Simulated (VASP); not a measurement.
Given:

```
ZrS2
1.0
    1.84436    -3.19452     0.00000
    1.84436     3.19452     0.00000
    0.00000     0.00000     6.53143
Zr S
1 2
Direct
  0.00000   0.00000   0.00000
  0.33333   0.66667   0.22156
  0.66667   0.33333   0.77844
```

Level of theory: PW91 GGA, VASP's PBE PAW potentials (set 64) (plane waves; VASP). Run with 520 eV cut-off, Gaussian smearing of 0.050 eV, potentials Zr_sv S.

Without a dispersion term in the relaxation, distances and binding between the weakly bound layers, chains or molecules are unreliable, and so is what depends on them.

Question: What does the run give for the band gap (along the path) with the smallest direct gap where there is one?

Answer: 
```
Quantity                               Result
------------------------------------  -------
band gap (along the path)             1.12 eV
smallest direct gap (along the path)  1.67 eV
```

Only differences to runs with the same potentials and settings are physical.

The compound is ZrS2 in the 1T layered structure. It was relaxed first, which changed the volume by +14 %.
